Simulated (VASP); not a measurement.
All values below come from PBEsol GGA, VASP's PBE PAW potentials (set 64) (plane waves; VASP).

VASP input:

INCAR:
```
# general
SYSTEM =SiC
PREC   =Accurate
ENCUT  =620
LREAL  =.False.   # projection in real space or not
LASPH  =.True.   # aspherical one-centre terms

# electronic loop
EDIFF  =1E-6
NELM   =100
ALGO   =Normal   # blocked Davidson

# smearing
ISMEAR =0   # Gaussian
SIGMA  =0.05

# functional
GGA    =PS   # PBEsol

# ions
IBRION =2
NSW    =40   # most ionic steps
ISIF   =3
EDIFFG =-0.02   # ionic stop
PSTRESS=450   # kbar

# output
LWAVE  =.False.
LCHARG =.False.
```

KPOINTS:
```
Automatic mesh
0
Gamma
9 9 5
0 0 0
```

### POSCAR
```
SiC
1
    1.4630770864    -2.5341235848     0.0000000000
    1.4630770864     2.5341235848    -0.0000000000
    0.0000000000    -0.0000000000     4.7979484649
Si C
2 2
Direct
  0.6666670000   0.3333330000   0.4996344557
  0.3333330000   0.6666670000   0.9996344557
  0.6666670000   0.3333330000   0.8753655443
  0.3333330000   0.6666670000   0.3753655443
```

POTCAR, in this order: Si C (PBE.64 set). Program: vasp_std.

Output of the run:

### OSZICAR
```
       N       E                     dE             d eps       ncg     rms          rms(c)
DAV:   1     0.411468552728E+02    0.41147E+02   -0.84743E+03   864   0.140E+03
DAV:   2    -0.325565847915E+02   -0.73703E+02   -0.67128E+02  1268   0.205E+02
DAV:   3    -0.356277377274E+02   -0.30712E+01   -0.30514E+01  1136   0.423E+01
DAV:   4    -0.356560432315E+02   -0.28306E-01   -0.28284E-01  1076   0.484E+00
DAV:   5    -0.356564443502E+02   -0.40112E-03   -0.40104E-03  1112   0.542E-01    0.149E+01
DAV:   6    -0.313729434729E+02    0.42835E+01   -0.10892E+01  1032   0.220E+01    0.695E+00
DAV:   7    -0.311248500149E+02    0.24809E+00   -0.12490E+00  1064   0.770E+00    0.274E+00
DAV:   8    -0.310963220024E+02    0.28528E-01   -0.62563E-02  1028   0.185E+00    0.507E-01
DAV:   9    -0.310945612745E+02    0.17607E-02   -0.50816E-03  1068   0.546E-01    0.129E-01
DAV:  10    -0.310946289515E+02   -0.67677E-04   -0.29511E-04  1048   0.136E-01    0.457E-02
DAV:  11    -0.310946296906E+02   -0.73917E-06   -0.15346E-05  1068   0.369E-02    0.115E-02
DAV:  12    -0.310946296511E+02    0.39538E-07   -0.23285E-06   780   0.104E-02
   1 F= -.21101938E+02 E0= -.21101938E+02  d E =-.211019E+02
```

### OUTCAR
```
------------------------ aborting loop because EDIFF is reached ----------------------------------------
  FORCE on cell =-STRESS in cart. coord.  units (eV):
  Direction    XX          YY          ZZ          XY          YZ          ZX
  --------------------------------------------------------------------------------------
  Total       10.0213709     10.0213688      9.9266835     -0.0000000      0.0000000      0.0000000
  in kB      451.2914917    451.2913976    447.0274421     -0.0000000      0.0000000      0.0000000
  external PRESSURE =      -0.1298895 kB  Pullay stress =     450.0000000 kB
  volume of cell :       35.58
      direct lattice vectors                 reciprocal lattice vectors
     1.463077086 -2.534123585  0.000000000     0.341745493 -0.197306873  0.000000000
     1.463077086  2.534123585  0.000000000     0.341745493  0.197306873  0.000000000
     0.000000000  0.000000000  4.797948465     0.000000000  0.000000000  0.208422414
  FREE ENERGIE OF THE ION-ELECTRON SYSTEM (eV)
  ---------------------------------------------------
  free  energy   TOTEN  =       -31.0946296511 eV

  energy  without entropy=      -31.0946296511  energy(sigma->0) =      -31.09462965
  enthalpy is  TOTEN    =       -21.1019375597 eV   P V=        9.9926920914

 reached required accuracy - stopping structural energy minimisation
```
(Selected blocks of OUTCAR.)

The compound is SiC in the wurtzite structure, the rare 2H polytype. It was relaxed first under an external pressure of 45 GPa.
